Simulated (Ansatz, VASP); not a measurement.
# Cross-check of BiAs between VASP and Ansatz, part 3 of 3

Wanted: the spread between two codes on one cell, functional and k mesh. The cell is invented: As first built, before any earlier steps moved the atoms (in the runner's words): it takes the AlAs structure with some of its atoms replaced by other elements, volume scaled by an estimate. It may not be a known or stable phase. The cell is taken from a series of VASP runs on this material, whose earlier steps may have relaxed, scaled or displaced it; both programs get it as it stands. Valence electrons are named where the data sets of a main pair hold unlike numbers.

VASP 6.6.1 and Ansatz 0.2.0.

So far. Step 4 (Differences): The forces differ by 1.7 meV/Å r.m.s., which is 1.0 % of the r.m.s. force of 0.170 eV/Å (both taken over all components). Among the levels compared at these points, filled levels agree within 19 meV and empty ones within 19 meV.

**6. VASP: band structure, r2SCAN0**

Level of this step: r2SCAN0; plane waves and PAW (Bi_d, As); invented cell (VASP).

The same cell, functional, mesh and smearing now go to VASP, with its own data sets.

The run reads the wave functions of an earlier VASP run, which isn't shown here.

Input file INCAR:

```
SYSTEM = BiAs
PREC = Accurate
ENCUT = 400
EDIFF = 1E-06
NELM = 100
ISMEAR = 0
SIGMA = 0.02
LREAL = .FALSE.
ALGO = Normal
LHFCALC = .TRUE.
AEXX = 0.25
METAGGA = R2SCAN
LASPH = .TRUE.
NBANDS = 26
PRECFOCK = Fast
HFRCUT = -1
LORBIT = 11
LWAVE = .FALSE.
LCHARG = .FALSE.
KPAR = 2
```

Input file POSCAR:

```
BiAs
1.0
    5.0716037739     -0.0000000910      0.0000000000
   -2.5358025406      4.3921383167      0.0000000000
    0.0000000000      0.0000000000      6.3422180812
Bi As
2 2
Direct
    0.3333333300      0.6666666700      0.9681709195
    0.6666666700      0.3333333300      0.4681709195
    0.3333333300      0.6666666700      0.4078290805
    0.6666666700      0.3333333300      0.9078290805
```

Input file KPOINTS:

```
Automatic mesh
0
Gamma
3 3 2
0 0 0
```

Input file KPOINTS_OPT:

```
Line mode
6
Line-mode
Reciprocal
  0.00000000   0.00000000   0.00000000 GAMMA
  0.50000000   0.00000000   0.00000000 M

  0.50000000   0.00000000   0.00000000 M
  0.33333333   0.33333333   0.00000000 K

  0.33333333   0.33333333   0.00000000 K
  0.00000000   0.00000000   0.00000000 GAMMA

  0.00000000   0.00000000   0.00000000 GAMMA
  0.00000000   0.00000000   0.50000000 A

  0.00000000   0.00000000   0.50000000 A
  0.50000000   0.00000000   0.50000000 L

  0.50000000   0.00000000   0.50000000 L
  0.33333333   0.33333333   0.50000000 H

  0.33333333   0.33333333   0.50000000 H
  0.00000000   0.00000000   0.50000000 A

  0.50000000   0.00000000   0.50000000 L
  0.50000000   0.00000000   0.00000000 M

  0.33333333   0.33333333   0.00000000 K
  0.33333333   0.33333333   0.50000000 H
```

PAW data sets: Bi_d and As (PBE family, release 64).

Command:

```sh
$ mpirun -np 4 vasp_std
```

Numbers of over 12 decimals in the logs are rounded to 6 here.

The log of the run:

```text
[banner, memory and clock lines left out]
running    4 mpi-ranks, on    1 nodes
[...]
|                                                                             |
|               ----> ADVICE to this user running VASP <----                  |
|                                                                             |
|     You enforced a specific xc type in the INCAR file but a different       |
|     [... a line on the potential file left out ...]
|     I HOPE YOU KNOW WHAT YOU ARE DOING!                                     |
|                                                                             |

 LDA part: xc-table for (None), standard interpolation
 found WAVECAR, reading the header
 POSCAR, INCAR and KPOINTS ok, starting setup
[...]
HFRCUT set to (new)   8.467375
 reading WAVECAR
 the WAVECAR file was read successfully
 initial charge from wavefunction
 entering main loop
       N       E                     dE             d eps       ncg     rms          rms(c)
[...]
1 F= -.11986009E+03 E0= -.11986009E+03  d E =-.453884E-32
 Start KPOINTS_OPT (optional k-point list driver)
k-point batch [1-6\54]
       N       E                     dE             ncg
DAV:   1    -0.341878445063E+03   -0.28866E+04      320
DAV:   2    -0.278777398981E+04   -0.24459E+04      334
DAV:   3    -0.305213568032E+04   -0.26436E+03      370
DAV:   4    -0.306486934963E+04   -0.12734E+02      388
DAV:   5    -0.306528719440E+04   -0.41784E+00      422
DAV:   6    -0.306529796083E+04   -0.10766E-01      436
DAV:   7    -0.306529815062E+04   -0.18979E-03      432
DAV:   8    -0.306529815418E+04   -0.35506E-05      384
DAV:   9    -0.306529815430E+04   -0.12934E-06      280
[...]
k-point batch [49-54\54]
       N       E                     dE             ncg
DAV:   1    -0.373918268963E+03   -0.60898E+04      320
DAV:   2    -0.278020520581E+04   -0.24063E+04      354
DAV:   3    -0.303333273627E+04   -0.25313E+03      380
DAV:   4    -0.304562199246E+04   -0.12289E+02      338
DAV:   5    -0.304608406906E+04   -0.46208E+00      426
DAV:   6    -0.304609725578E+04   -0.13187E-01      440
DAV:   7    -0.304609748997E+04   -0.23419E-03      442
DAV:   8    -0.304609749400E+04   -0.40291E-05      358
DAV:   9    -0.304609749414E+04   -0.14005E-06      272
```

From OUTCAR (step 6):

```text
 POSITION                                       TOTAL-FORCE (eV/Angst)
 -----------------------------------------------------------------------------------
     -0.00000      2.92809      6.14035         0.000000     -0.000000      0.429883
      2.53580      1.46405      2.96924         0.000000      0.000000      0.429883
     -0.00000      2.92809      2.58654        -0.000000     -0.000000     -0.429883
      2.53580      1.46405      5.75765        -0.000000     -0.000000     -0.429883
 -----------------------------------------------------------------------------------
    total drift:                                0.000016     -0.000001      0.006751

  FREE ENERGIE OF THE ION-ELECTRON SYSTEM (eV)
  ---------------------------------------------------
  free  energy   TOTEN  =      -119.8600901747 eV

  energy  without entropy=     -119.8600901747  energy(sigma->0) =     -119.86009017

[... 2 parts as in an earlier step ...]

[... 1 further part left out ...]
[key lines of the parts left out:]
E-fermi :   3.4688
```

The k-mesh is coarse for unscreened exact exchange, which converges slowly with it.

**7. Differences**

What differs besides the data sets and the points named for the pairs above, as far as they apply: the data sets hold 60 valence electrons in Ansatz (on its default PAW (the set named soft_2) files) and 40 in VASP; the cutoff is 500 eV in Ansatz and 400 eV in VASP. Total energies have different zeros and are not compared.

Compared:

```
                     quantity  Ansatz   VASP  difference
gap over the path points (eV)   0.693  0.730      -0.038
```

Forces (eV/Å; atoms numbered as in POSCAR):

```
atom        Ansatz x, y, z          VASP x, y, z
 Bi1   0.000, 0.000, 0.437   0.000, 0.000, 0.430
 Bi2   0.000, 0.000, 0.437   0.000, 0.000, 0.430
 As3  0.000, 0.000, -0.437  0.000, 0.000, -0.430
 As4  0.000, 0.000, -0.437  0.000, 0.000, -0.430
```

Levels at points of the path, from each program's valence-band top (eV; 4 filled, then empty):

```
k (reciprocal lattice)                                  Ansatz                                    VASP
     0.000 0.000 0.000  -4.30 -2.41 -2.38 -2.38 0.80 0.80 3.15  -4.26 -2.45 -2.38 -2.38 0.86 0.86 3.16
     0.400 0.000 0.000  -3.94 -3.10 -3.05 -1.15 2.04 2.92 3.99  -3.94 -3.09 -3.05 -1.14 2.07 2.96 4.01
     0.400 0.200 0.000   -4.39 -3.71 -1.78 0.00 1.47 3.09 3.26   -4.39 -3.68 -1.75 0.00 1.52 3.14 3.27
     0.200 0.200 0.000  -3.68 -3.37 -2.39 -0.60 0.86 2.86 3.06  -3.68 -3.35 -2.36 -0.59 0.91 2.90 3.09
     0.133 0.133 0.000  -3.17 -3.08 -2.91 -1.42 0.69 1.97 3.02  -3.14 -3.10 -2.89 -1.40 0.73 2.02 3.05
     0.000 0.000 0.100  -4.27 -2.45 -2.45 -2.23 0.84 0.84 3.06  -4.23 -2.44 -2.44 -2.24 0.90 0.90 3.08
     0.000 0.000 0.500  -3.50 -3.50 -2.78 -2.78 1.78 1.78 1.78  -3.47 -3.47 -2.81 -2.81 1.81 1.81 1.81
     0.400 0.000 0.500  -3.11 -3.11 -1.89 -1.89 1.39 1.39 3.19  -3.11 -3.11 -1.88 -1.88 1.45 1.45 3.24
     0.400 0.200 0.500  -2.60 -2.60 -1.04 -1.04 1.21 1.21 2.52  -2.60 -2.60 -1.03 -1.03 1.28 1.28 2.56
     0.200 0.200 0.500  -2.90 -2.90 -1.39 -1.39 1.16 1.16 2.32  -2.91 -2.91 -1.36 -1.36 1.21 1.21 2.39
```

The forces differ by 4.0 meV/Å r.m.s., which is 1.6 % of the r.m.s. force of 0.248 eV/Å (both taken over all components). Among the levels compared at these points, filled levels agree within 42 meV and empty ones within 65 meV.

**8. What came out**

- largest difference of a filled level at the path points (band structure, HSE06): 19 meV
- largest difference of a filled level at the path points (band structure, r2SCAN0): 42 meV
- r.m.s. force difference (band structure, r2SCAN0): 1.6 % of the r.m.s. force

**Reading.** The r.m.s. force difference is 1.6 % of the r.m.s. force (band structure, r2SCAN0), within the 3 % picked in this series as the mark of a large difference. The data sets hold unlike numbers of valence electrons (60 in Ansatz and 40 in VASP), so part of the differences comes from the potentials. How closely two codes agree says nothing of how well the functional describes the real material.

[Lines on the potential files, build, host, timing and source positions are cut from VASP's logs without a mark.]

[Logs are printed without paths, hosts, clocks, repeated set-up lines and the standing remarks that a program may print on its own settings, such as how far it seeks lower states.]

[Hosts, paths, dates, database ids (printed as entryN), source tags and the programs' standing remarks are cut or masked in the printed files.]
